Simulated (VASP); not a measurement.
A run of VASP 6.6.1:

Contents of INCAR:

```
ALGO = Normal
EDIFF = 1E-6
EDIFFG = -0.01
ENCUT = 600
GGA = CA
IBRION = 2
ISIF = 3
ISMEAR = 0
LASPH = T
LCHARG = F
LREAL = F
LWAVE = F
NELM = 80
NSW = 90
PREC = Accurate
PSTRESS = 7.2
SIGMA = 0.03
```

Contents of KPOINTS:

```
k-points
0
Gamma
  8 8 8
```

POSCAR

```
SrTiO3
1.0
    3.9052800000      0.0000000000      0.0000000000
    0.0000000000      3.9052800000      0.0000000000
    0.0000000000      0.0000000000      3.9052800000
Sr Ti O
1 1 3
Direct
    0.5000000000      0.5000000000      0.5000000000
    0.0000000000      0.0000000000      0.0000000000
    0.5000000000      0.0000000000      0.0000000000
    0.0000000000      0.5000000000      0.0000000000
    0.0000000000      0.0000000000      0.5000000000
```

Potentials or basis: VASP PAW LDA potentials, release 64 (Sr_sv, Ti_sv, O).

Command:

```console
$ cat potpaw_LDA.64/Sr_sv/POTCAR potpaw_LDA.64/Ti_sv/POTCAR potpaw_LDA.64/O/POTCAR > POTCAR
$ mpirun -np 1 vasp_std > vasp.out
```

Hardware: 1 thread of Intel(R) Xeon(R) 6975P-C (Granite Rapids) (shared host).

How long does it take, and how much memory?

Wall time 45 s on 1 thread of Intel(R) Xeon(R) 6975P-C (Granite Rapids), on a shared host, peak memory 0.21 GiB. Counts: scf iterations 37, k points 35, ion steps 3.
